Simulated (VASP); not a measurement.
Output of a VASP run:

File OUTCAR:
```
 ion  position               nearest neighbor table
   1  0.000  0.500  0.338-   6 2.82   6 2.82   6 2.82   6 2.82   5 2.82
   2  0.500  0.000  0.446-   8 2.82   5 2.82   5 2.82   5 2.82   5 2.82   6 2.82
   3  0.000  0.500  0.554-   5 2.82   8 2.82   8 2.82   8 2.82   8 2.82   7 2.82
   4  0.500  0.000  0.662-   7 2.82   7 2.82   7 2.82   7 2.82   8 2.82
   5  0.000  0.500  0.446-   3 2.82   2 2.82   2 2.82   2 2.82   2 2.82   1 2.82
   6  0.500  0.000  0.338-   1 2.82   1 2.82   1 2.82   1 2.82   2 2.82
   7  0.000  0.500  0.662-   4 2.82   4 2.82   4 2.82   4 2.82   3 2.82
   8  0.500  0.000  0.554-   2 2.82   3 2.82   3 2.82   3 2.82   3 2.82   4 2.82
  LATTYP: Found a simple tetragonal cell.
 ALAT       =     3.9872416269
 C/A-ratio  =     6.5565817096
 Subroutine PRICEL returns:
 Original cell was already a primitive cell.
 Subroutine GETGRP returns: Found 16 space group operations
The static configuration has the point symmetry D_2d.
 The point group associated with its full space group is D_4h.
The dynamic configuration has the point symmetry D_2d.
 Subroutine INISYM returns: Found 16 space group operations
 Subroutine IBZKPT returns following result:
 Found      6 irreducible k-points:

 Following reciprocal coordinates:
            Coordinates               Weight
  0.000000  0.000000  0.000000      1.000000
  0.200000  0.000000  0.000000      4.000000
  0.400000  0.000000  0.000000      4.000000
  0.200000  0.200000  0.000000      4.000000
  0.400000  0.200000  0.000000      8.000000
  0.400000  0.400000  0.000000      4.000000
   k-points           NKPTS =      6   k-points in BZ     NKDIM =      6   number of bands    NBANDS=     38
   number of dos      NEDOS =    301   number of ions     NIONS =      8
   total plane-waves  NPLWV =  51200
   dimension x,y,z NGX =    20 NGY =   20 NGZ =  128
   dimension x,y,z NGXF=    40 NGYF=   40 NGZF=  256
   ions per type =               4   4
   PREC   = normal    normal or accurate (medium, high low for compatibility)
   ISTART =      0    job   : 0-new  1-cont  2-samecut
   ICHARG =      2    charge: 1-file 2-atom 10-const
   ISPIN  =      1    spin polarized calculation?
   LNONCOLLINEAR =      F non collinear calculations
   LSORBIT =      F    spin-orbit coupling
   INIWAV =      1    electr: 0-lowe 1-rand  2-diag
   ENCUT  =  400.0 eV  29.40 Ry    5.42 a.u.   6.50  6.50 42.63*2*pi/ulx,y,z
   NELM   =    100;   NELMIN=  4; NELMDL= -5     # of ELM steps
   EDIFF  = 0.1E-04   stopping-criterion for ELM
   LREAL  =      F    real-space projection
   NLSPLINE    = F    spline interpolate recip. space projectors
   LMAXMIX     =    2 max onsite mixed and CHGCAR
   VOSKOWN=      0    Vosko Wilk Nusair interpolation
   EDIFFG = -.3E-01   stopping-criterion for IOM
   NSW    =     50    number of steps for IOM
   NBLOCK =      1;   KBLOCK =     50    inner block; outer block
   IBRION =      2    ionic relax: 0-MD 1-quasi-New 2-CG
   NFREE  =      1    steps in history (QN), initial steepest desc. (CG)
   ISIF   =      2    stress and relaxation
   ISYM   =      2    0-nonsym 1-usesym 2-fastsym
   TEIN   =    0.0    initial temperature
   TEBEG  =    0.0;   TEEND  =   0.0 temperature during run
   SMASS  =  -3.00    Nose mass-parameter (am)
   PSTRESS=    0.0 pullay stress
   NELECT =      64.0000    total number of electrons
   EFERMI =   0.00;   METHOD = LEGACY
   ISMEAR =     0;   SIGMA  =   0.05  broadening in eV -4-tet -1-fermi 0-gaus
   IALGO  =     38    algorithm
   LDIAG  =      T    sub-space diagonalisation (order eigenvalues)
   IMIX   =      4    mixing-type and parameters
     AMIX     =   0.40;   BMIX     =  1.00
     AMIX_MAG =   1.60;   BMIX_MAG =  1.00
     AMIN     =   0.10
   GGA     = PS    functional components
   VOSKOWN =     0    Vosko Wilk Nusair interpolation
   LHFCALC =     F    Hartree Fock is set to
   LHFONE  =     F    Hartree Fock one center treatment
   AEXX    =    0.0000 exact exchange contribution
   IVDW    =     0    specifies the selected vdW correction
   LEPSILON=     F    determine dielectric tensor
   LRPA    =     F    only Hartree local field effects (RPA)
  energy-cutoff  :      400.00
  volume of cell :      415.62
...
```

### OSZICAR
```
...
DAV:   4    -0.426629663370E+02    0.23597E-03   -0.84948E-04   536   0.148E-01    0.743E-02
DAV:   5    -0.426629872100E+02   -0.20873E-04   -0.39835E-04   552   0.728E-02    0.314E-02
DAV:   6    -0.426629924654E+02   -0.52555E-05   -0.76071E-05   518   0.298E-02
   2 F= -.42662992E+02 E0= -.42662992E+02  d E =-.184973E-01
       N       E                     dE             d eps       ncg     rms          rms(c)
DAV:   1    -0.426541294803E+02    0.88577E-02   -0.87503E+00   456   0.155E+01    0.115E+00
DAV:   2    -0.426763421796E+02   -0.22213E-01   -0.33757E-01   538   0.319E+00    0.543E-01
DAV:   3    -0.426752983188E+02    0.10439E-02   -0.10427E-02   712   0.444E-01    0.358E-01
DAV:   4    -0.426745047162E+02    0.79360E-03   -0.29181E-03   544   0.277E-01    0.133E-01
DAV:   5    -0.426746203508E+02   -0.11563E-03   -0.12114E-03   664   0.128E-01    0.546E-02
DAV:   6    -0.426746655120E+02   -0.45161E-04   -0.21359E-04   592   0.516E-02    0.403E-02
DAV:   7    -0.426747357771E+02   -0.70265E-04   -0.35358E-05   416   0.242E-02    0.150E-02
DAV:   8    -0.426748630972E+02   -0.12732E-03   -0.46472E-05   416   0.259E-02    0.788E-03
DAV:   9    -0.426748937972E+02   -0.30700E-04   -0.60443E-06   360   0.118E-02    0.603E-03
DAV:  10    -0.426749847481E+02   -0.90951E-04   -0.21441E-05   378   0.124E-02    0.368E-03
DAV:  11    -0.426750110009E+02   -0.26253E-04   -0.25408E-06   346   0.564E-03    0.190E-03
DAV:  12    -0.426750539761E+02   -0.42975E-04   -0.11553E-05   370   0.623E-03    0.106E-03
DAV:  13    -0.426750608839E+02   -0.69077E-05   -0.11849E-06   336   0.303E-03
   3 F= -.42675061E+02 E0= -.42675061E+02  d E =-.305657E-01
       N       E                     dE             d eps       ncg     rms          rms(c)
DAV:   1    -0.426750181412E+02    0.35835E-04   -0.63753E-02   468   0.134E+00    0.983E-02
DAV:   2    -0.426751808107E+02   -0.16267E-03   -0.24897E-03   554   0.276E-01    0.463E-02
DAV:   3    -0.426751656985E+02    0.15112E-04   -0.69655E-05   568   0.374E-02    0.308E-02
DAV:   4    -0.426751678674E+02   -0.21689E-05   -0.21217E-05   408   0.247E-02
   4 F= -.42675168E+02 E0= -.42675168E+02  d E =-.306727E-01
       N       E                     dE             d eps       ncg     rms          rms(c)
DAV:   1    -0.426768451405E+02   -0.16794E-02   -0.66494E-01   468   0.484E+00    0.285E-01
DAV:   2    -0.426785137831E+02   -0.16686E-02   -0.24365E-02   550   0.982E-01    0.137E-01
DAV:   3    -0.426785025167E+02    0.11266E-04   -0.65071E-04   712   0.115E-01    0.897E-02
DAV:   4    -0.426785074576E+02   -0.49410E-05   -0.11288E-04   544   0.520E-02    0.327E-02
DAV:   5    -0.426785156581E+02   -0.82005E-05   -0.33187E-05   456   0.228E-02
   5 F= -.42678516E+02 E0= -.42678516E+02  d E =-.334779E-02
       N       E                     dE             d eps       ncg     rms          rms(c)
DAV:   1    -0.426750449460E+02    0.34625E-02   -0.22448E+00   456   0.891E+00    0.530E-01
DAV:   2    -0.426807220123E+02   -0.56771E-02   -0.83003E-02   562   0.181E+00    0.254E-01
DAV:   3    -0.426807178647E+02    0.41476E-05   -0.23015E-03   712   0.216E-01    0.167E-01
DAV:   4    -0.426806900813E+02    0.27783E-04   -0.38241E-04   568   0.963E-02    0.625E-02
DAV:   5    -0.426807056749E+02   -0.15594E-04   -0.11371E-04   488   0.412E-02    0.209E-02
DAV:   6    -0.426807063847E+02   -0.70974E-06   -0.17645E-05   402   0.177E-02
   6 F= -.42680706E+02 E0= -.42680706E+02  d E =-.553852E-02
```

**OUTCAR**
```
------------------------ aborting loop because EDIFF is reached ----------------------------------------
  FORCE on cell =-STRESS in cart. coord.  units (eV):
  Direction    XX          YY          ZZ          XY          YZ          ZX
  --------------------------------------------------------------------------------------
  Total       -2.1298730     -2.1298730     -0.3217610      0.0000000      0.0000000      0.0000000
  in kB       -8.2104912     -8.2104912     -1.2403631      0.0000000      0.0000000      0.0000000
  external PRESSURE =      -5.8871152 kB  Pullay stress =       0.0000000 kB
  volume of cell :      415.62
      direct lattice vectors                 reciprocal lattice vectors
     3.987241627  0.000000000  0.000000000     0.250799950  0.000000000  0.000000000
     0.000000000  3.987241627  0.000000000     0.000000000  0.250799950  0.000000000
     0.000000000  0.000000000 26.142675522     0.000000000  0.000000000  0.038251632
 POSITION                                       TOTAL-FORCE (eV/Angst)
 -----------------------------------------------------------------------------------
      0.00000      1.99362      8.90710        -0.000000      0.000000      0.014708
      1.99362      0.00000     11.63468        -0.000000      0.000000      0.015817
      0.00000      1.99362     14.50799        -0.000000     -0.000000     -0.015817
      1.99362      3.98724     17.23557         0.000000      0.000000     -0.014708
      0.00000      1.99362     11.67143         0.000000      0.000000      0.000460
      1.99362      0.00000      8.80307        -0.000000      0.000000      0.010251
      0.00000      1.99362     17.33961        -0.000000      0.000000     -0.010251
      1.99362      0.00000     14.47124        -0.000000     -0.000000     -0.000460
 -----------------------------------------------------------------------------------
    total drift:                               -0.000000      0.000000     -0.000000
  FREE ENERGIE OF THE ION-ELECTRON SYSTEM (eV)
  ---------------------------------------------------
  free  energy   TOTEN  =       -42.6807063847 eV

  energy  without entropy=      -42.6807063847  energy(sigma->0) =      -42.68070638

 reached required accuracy - stopping structural energy minimisation
```
(Selected blocks of OUTCAR.)

### POSCAR
```
CaS(100) slab
1
    3.9872416269    -0.0000000000    -0.0000000000
   -0.0000000000     3.9872416269     0.0000000000
    0.0000000000     0.0000000000    26.1426755225
Ca S
4 4
Direct
  0.0000000000   0.5000000000   0.3382300000
  0.5000000000   0.0000000000   0.4460770000
  0.0000000000   0.5000000000   0.5539230000
  0.5000000000   0.0000000000   0.6617700000
  0.0000000000   0.5000000000   0.4460770000
  0.5000000000   0.0000000000   0.3382300000
  0.0000000000   0.5000000000   0.6617700000
  0.5000000000   0.0000000000   0.5539230000
```

Problem. Reconstruct the remaining input files.

Solution. This is not unique; one that fits is the input of the run itself, PBEsol GGA, plane waves, VASP's PBE PAW potentials (set 64).

### INCAR
```
SYSTEM = CaS(100) slab
PREC = Normal
ENCUT = 400
EDIFF = 1E-5
NELM = 100
ALGO = Normal
LREAL = .FALSE.
LASPH = .TRUE.
ISMEAR = 0
SIGMA = 0.05
GGA = PS
LWAVE = .TRUE.
LCHARG = .FALSE.
NELMIN = 4
LDIPOL = .TRUE.
IDIPOL = 3
DIPOL = 0.5 0.5 0.5
IBRION = 2
ISIF = 2
NSW = 50
EDIFFG = -0.03
```

File KPOINTS:
```
Automatic mesh
0
Gamma
5 5 1
0 0 0
```

POTCAR, in this order: Ca_sv S (PBE.64 set). Program: vasp_std.

The cell is a thin slab with vacuum, built from CaS (rock salt): (100) face.
